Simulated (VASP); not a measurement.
Computed with r2SCAN meta-GGA, VASP's PBE PAW potentials (set 64) (plane waves; VASP 6.6.1).

The input files of a VASP run:

**KPOINTS**
```
Regular mesh
0
gamma
  8 8 8
0 0 0
```

**POSCAR**
```
Si
1
    0.0000000000     2.7198060285     2.7198060285
    2.7198060285     0.0000000000     2.7198060285
    2.7198060285     2.7198060285     0.0000000000
Si
2
Direct
  0.0000000000   0.0000000000   0.0000000000
  0.2500000000   0.2500000000   0.2500000000
```

INCAR:
```
SYSTEM  =  Si
PREC  =  Accurate; ENCUT  =  500; LREAL  =  .FALSE.
LASPH  =  .TRUE.
EDIFF  =  1E-6; NELM  =  100; ALGO  =  Normal
LMIXTAU  =  .TRUE.
ISMEAR  =  0; SIGMA  =  0.05
METAGGA  =  R2SCAN
IBRION  =  2; NSW  =  40; ISIF  =  3
EDIFFG  =  -0.02; PSTRESS  =  50
LWAVE  =  .FALSE.; LCHARG  =  .FALSE.
```

POTCAR, in this order: Si (PBE.64 set). Program: vasp_std.

Energy and stress use the plane-wave basis of the starting cell.

Predict the energy per atom (σ→0), volume per atom.

The energy per atom (σ→0) comes out as -845.2 kJ/mol-atom and the volume per atom comes out as 19.21 Å^3/atom.

**OSZICAR**
```
...
DAV:   5    -0.175194725160E+02    0.79490E-03   -0.34498E-04   504   0.185E-01    0.107E-01
DAV:   6    -0.175203005443E+02   -0.82803E-03   -0.41024E-04   464   0.190E-01    0.113E-02
DAV:   7    -0.175203083674E+02   -0.78231E-05   -0.33132E-05   464   0.684E-02    0.759E-03
DAV:   8    -0.175203167518E+02   -0.83844E-05   -0.11717E-06   456   0.154E-02    0.523E-03
DAV:   9    -0.175203232559E+02   -0.65040E-05   -0.68418E-07   376   0.120E-02    0.157E-03
DAV:  10    -0.175203254851E+02   -0.22292E-05   -0.53552E-07   248   0.110E-02    0.255E-04
DAV:  11    -0.175203253179E+02    0.16715E-06   -0.20313E-08   232   0.192E-03
   3 F= -.16321089E+02 E0= -.16321089E+02  d E =-.294868E-01
```

The compound is Si in the diamond structure. This run relaxes it under an external pressure of 5 GPa. Symmetry was kept, so distortions that lower it aren't found.
